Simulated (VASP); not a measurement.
These are TPSS meta-GGA, VASP's PBE PAW potentials (set 64) (plane waves; VASP) values and carry that method's errors.

Input for VASP

**INCAR**
```
# general
SYSTEM  = TiAl
PREC    = Accurate
ENCUT   = 520
LREAL   = .False.
LASPH   = .True.

# electronic loop
EDIFF   = 1E-7
NELM    = 100
ALGO    = Normal
LMAXMIX = 4
LMIXTAU = .True.

# smearing
ISMEAR  = 1
SIGMA   = 0.1

# functional
METAGGA = TPSS

# ions
IBRION  = 2
NSW     = 30
ISIF    = 4
EDIFFG  = -0.01

# output
LWAVE   = .False.
LCHARG  = .False.
```

### KPOINTS
```
kpoints
0
Gamma
 13 13 9
```

**POSCAR**
```
TiAl
1
    2.8090986759     0.0000000000     0.0000000000
    0.0000000000     2.8090986759     0.0000000000
    0.0000000000     0.0000000000     4.0384594080
Ti Al
1 1
Direct
  0.0000000000   0.0000000000   0.0000000000
  0.5000000000   0.5000000000   0.5000000000
```

POTCAR, in this order: Ti_sv Al (PBE.64 set). Program: vasp_std.

What VASP printed:

### OSZICAR
```
       N       E                     dE             d eps       ncg     rms          rms(c)
DAV:   1     0.129953171045E+03    0.12995E+03   -0.11828E+04  4026   0.263E+03
DAV:   2    -0.764160733984E+01   -0.13759E+03   -0.13275E+03  3606   0.573E+02
DAV:   3    -0.260525319235E+02   -0.18411E+02   -0.17687E+02  6070   0.216E+02
DAV:   4    -0.277971805603E+02   -0.17446E+01   -0.16793E+01  5239   0.650E+01
DAV:   5    -0.281344318789E+02   -0.33725E+00   -0.33412E+00  6118   0.187E+01    0.893E+00
DAV:   6    -0.271019482802E+02    0.10325E+01   -0.97887E+01  3553   0.963E+01    0.114E+01
DAV:   7    -0.238567466237E+02    0.32452E+01   -0.78713E+00  3280   0.365E+01    0.842E+00
DAV:   8    -0.234321929745E+02    0.42455E+00   -0.10497E+01  3856   0.338E+01    0.236E+00
DAV:   9    -0.236893945631E+02   -0.25720E+00   -0.13503E+00  4047   0.152E+01    0.185E+00
DAV:  10    -0.236494189127E+02    0.39976E-01   -0.11299E+00  3660   0.102E+01    0.173E+00
DAV:  11    -0.236031255696E+02    0.46293E-01   -0.15102E-01  3978   0.327E+00    0.155E+00
DAV:  12    -0.236543512896E+02   -0.51226E-01   -0.53465E-01  4147   0.828E+00    0.342E-01
DAV:  13    -0.236484290721E+02    0.59222E-02   -0.41135E-02  3720   0.205E+00    0.241E-01
DAV:  14    -0.236503606613E+02   -0.19316E-02   -0.10047E-02  4311   0.128E+00    0.136E-01
DAV:  15    -0.236511599353E+02   -0.79927E-03   -0.15293E-03  3998   0.409E-01    0.335E-02
DAV:  16    -0.236512222573E+02   -0.62322E-04   -0.20225E-04  4422   0.155E-01    0.223E-02
DAV:  17    -0.236512216611E+02    0.59620E-06   -0.56023E-05  3756   0.744E-02    0.667E-03
DAV:  18    -0.236512248681E+02   -0.32069E-05   -0.10264E-05  4659   0.348E-02    0.272E-03
DAV:  19    -0.236512259054E+02   -0.10373E-05   -0.68275E-07  3477   0.676E-03    0.141E-03
DAV:  20    -0.236512259321E+02   -0.26722E-07   -0.33465E-07  3158   0.433E-03
   1 F= -.23651226E+02 E0= -.23651134E+02  d E =-.236512E+02
```

### OUTCAR
```
------------------------ aborting loop because EDIFF is reached ----------------------------------------
  FORCE on cell =-STRESS in cart. coord.  units (eV):
  Direction    XX          YY          ZZ          XY          YZ          ZX
  --------------------------------------------------------------------------------------
  Total        0.0062703      0.0062703     -0.0001610      0.0000000      0.0000000      0.0000000
  in kB        0.3152467      0.3152467     -0.0080959      0.0000000      0.0000000      0.0000000
  external PRESSURE =       0.2074658 kB  Pullay stress =       0.0000000 kB
  volume of cell :       31.87
      direct lattice vectors                 reciprocal lattice vectors
     2.809098676  0.000000000  0.000000000     0.355986071  0.000000000  0.000000000
     0.000000000  2.809098676  0.000000000     0.000000000  0.355986071  0.000000000
     0.000000000  0.000000000  4.038459408     0.000000000  0.000000000  0.247619178
 POSITION                                       TOTAL-FORCE (eV/Angst)
 -----------------------------------------------------------------------------------
      0.00000      0.00000      0.00000         0.000000      0.000000      0.000000
      1.40455      1.40455      2.01923         0.000000      0.000000      0.000000
 -----------------------------------------------------------------------------------
    total drift:                                0.000000      0.000000      0.000000
  FREE ENERGIE OF THE ION-ELECTRON SYSTEM (eV)
  ---------------------------------------------------
  free  energy   TOTEN  =       -23.6512259321 eV

  energy  without entropy=      -23.6509486663  energy(sigma->0) =      -23.65113351

 reached required accuracy - stopping structural energy minimisation
```
(Selected blocks of OUTCAR.)

The compound is TiAl in the L1_0 structure. It was relaxed first. The electron count is odd and the run is not spin-polarised, which forces a metal.
